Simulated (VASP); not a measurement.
Write the native input for VASP 6.6.1 that does the following.

| Quantity | Value |
| --- | --- |
| Task | band structure |
| Functional | rev-vdW-DF2 |
| Potentials or basis | VASP PAW PBE potentials, release 64 (Al, Ni) |
| Cutoff | 520 eV |
| k mesh | 14 × 14 × 14 |
| Occupations | methfessel-paxton, width 0.1 eV |
| Spin | no spin polarisation |
| Further INCAR settings | ALGO = Fast; EDIFF = 1e-07; NBANDS = 14 |

The structure of AlNi lies in POSCAR:

```
AlNi                                    
1.0
    2.8780995257      0.0000000000      0.0000000000
    0.0000000000      2.8780995257      0.0000000000
    0.0000000000      0.0000000000      2.8780995257
  Al              Ni            
     1     1
Direct
     0.0000000000000000    0.0000000000000000    0.0000000000000000
     0.5000000000000000    0.5000000000000000    0.5000000000000000
```

These files were run (other wordings do the same):

INCAR

```
PREC = Accurate
ENCUT = 520
EDIFF = 1E-7
ISMEAR = 1
SIGMA = 0.1
LREAL = F
LASPH = T
NELM = 80
ALGO = Fast
ISIF = 2
LWAVE = F
LCHARG = F
LMAXMIX = 4
GGA = MK
LUSE_VDW = T
AGGAC = 0.0
PARAM1 = 0.1234
PARAM2 = 0.711357
ZAB_VDW = -1.8867
NBANDS = 14
ICORELEVEL = 1
```

KPOINTS

```
Automatic mesh
0
Gamma
  14 14 14
```

KPOINTS_OPT

```
explicit points
94
Reciprocal
 0.0000000000  0.0000000000  0.0000000000 1
 0.0000000000  0.0357142857  0.0000000000 1
 0.0000000000  0.0714285714  0.0000000000 1
 0.0000000000  0.1071428571  0.0000000000 1
 0.0000000000  0.1428571429  0.0000000000 1
 0.0000000000  0.1785714286  0.0000000000 1
 0.0000000000  0.2142857143  0.0000000000 1
 0.0000000000  0.2500000000  0.0000000000 1
 0.0000000000  0.2857142857  0.0000000000 1
 0.0000000000  0.3214285714  0.0000000000 1
 0.0000000000  0.3571428571  0.0000000000 1
 0.0000000000  0.3928571429  0.0000000000 1
 0.0000000000  0.4285714286  0.0000000000 1
 0.0000000000  0.4642857143  0.0000000000 1
 0.0000000000  0.5000000000  0.0000000000 1
 0.0000000000  0.5000000000  0.0000000000 1
 0.0357142857  0.5000000000  0.0000000000 1
 0.0714285714  0.5000000000  0.0000000000 1
 0.1071428571  0.5000000000  0.0000000000 1
 0.1428571429  0.5000000000  0.0000000000 1
 0.1785714286  0.5000000000  0.0000000000 1
 0.2142857143  0.5000000000  0.0000000000 1
 0.2500000000  0.5000000000  0.0000000000 1
 0.2857142857  0.5000000000  0.0000000000 1
 0.3214285714  0.5000000000  0.0000000000 1
 0.3571428571  0.5000000000  0.0000000000 1
 0.3928571429  0.5000000000  0.0000000000 1
 0.4285714286  0.5000000000  0.0000000000 1
 0.4642857143  0.5000000000  0.0000000000 1
 0.5000000000  0.5000000000  0.0000000000 1
 0.5000000000  0.5000000000  0.0000000000 1
 0.4642857143  0.4642857143  0.0000000000 1
 0.4285714286  0.4285714286  0.0000000000 1
 0.3928571429  0.3928571429  0.0000000000 1
 0.3571428571  0.3571428571  0.0000000000 1
 0.3214285714  0.3214285714  0.0000000000 1
 0.2857142857  0.2857142857  0.0000000000 1
 0.2500000000  0.2500000000  0.0000000000 1
 0.2142857143  0.2142857143  0.0000000000 1
 0.1785714286  0.1785714286  0.0000000000 1
 0.1428571429  0.1428571429  0.0000000000 1
 0.1071428571  0.1071428571  0.0000000000 1
 0.0714285714  0.0714285714  0.0000000000 1
 0.0357142857  0.0357142857  0.0000000000 1
 0.0000000000  0.0000000000  0.0000000000 1
 0.0000000000  0.0000000000  0.0000000000 1
 0.0357142857  0.0357142857  0.0357142857 1
 0.0714285714  0.0714285714  0.0714285714 1
 0.1071428571  0.1071428571  0.1071428571 1
 0.1428571429  0.1428571429  0.1428571429 1
 0.1785714286  0.1785714286  0.1785714286 1
 0.2142857143  0.2142857143  0.2142857143 1
 0.2500000000  0.2500000000  0.2500000000 1
 0.2857142857  0.2857142857  0.2857142857 1
 0.3214285714  0.3214285714  0.3214285714 1
 0.3571428571  0.3571428571  0.3571428571 1
 0.3928571429  0.3928571429  0.3928571429 1
 0.4285714286  0.4285714286  0.4285714286 1
 0.4642857143  0.4642857143  0.4642857143 1
 0.5000000000  0.5000000000  0.5000000000 1
 0.5000000000  0.5000000000  0.5000000000 1
 0.4642857143  0.5000000000  0.4642857143 1
 0.4285714286  0.5000000000  0.4285714286 1
 0.3928571429  0.5000000000  0.3928571429 1
 0.3571428571  0.5000000000  0.3571428571 1
 0.3214285714  0.5000000000  0.3214285714 1
 0.2857142857  0.5000000000  0.2857142857 1
 0.2500000000  0.5000000000  0.2500000000 1
 0.2142857143  0.5000000000  0.2142857143 1
 0.1785714286  0.5000000000  0.1785714286 1
 0.1428571429  0.5000000000  0.1428571429 1
 0.1071428571  0.5000000000  0.1071428571 1
 0.0714285714  0.5000000000  0.0714285714 1
 0.0357142857  0.5000000000  0.0357142857 1
 0.0000000000  0.5000000000  0.0000000000 1
 0.5000000000  0.5000000000  0.0000000000 1
 0.5000000000  0.5000000000  0.0357142857 1
 0.5000000000  0.5000000000  0.0714285714 1
 0.5000000000  0.5000000000  0.1071428571 1
 0.5000000000  0.5000000000  0.1428571429 1
 0.5000000000  0.5000000000  0.1785714286 1
 0.5000000000  0.5000000000  0.2142857143 1
 0.5000000000  0.5000000000  0.2500000000 1
 0.5000000000  0.5000000000  0.2857142857 1
 0.5000000000  0.5000000000  0.3214285714 1
 0.5000000000  0.5000000000  0.3571428571 1
 0.5000000000  0.5000000000  0.3928571429 1
 0.5000000000  0.5000000000  0.4285714286 1
 0.5000000000  0.5000000000  0.4642857143 1
 0.5000000000  0.5000000000  0.5000000000 1
 0.0000000000  0.0000000000  0.0000000000 1
 0.5000000000  0.5000000000  0.0000000000 1
 0.5000000000  0.5000000000  0.5000000000 1
 0.0000000000  0.5000000000  0.0000000000 1
```

Potentials or basis: VASP PAW PBE potentials, release 64 (Al, Ni).

Launch:

```console
$ cat potpaw_PBE.64/Al/POTCAR potpaw_PBE.64/Ni/POTCAR > POTCAR
$ mpirun -np 1 vasp_std > vasp.out
```

It gave:

```yaml
Pressure: 0.0 GPa
Band_gap_along_the_path: none (metal or under the smearing width)
```

Caveat: the PAW data sets were made with another functional, which shifts forces and pressure a little.

It took 48 s on 1 thread of AMD EPYC 9R45 (Zen 5), with other jobs on the host, peak memory 0.26 GiB.
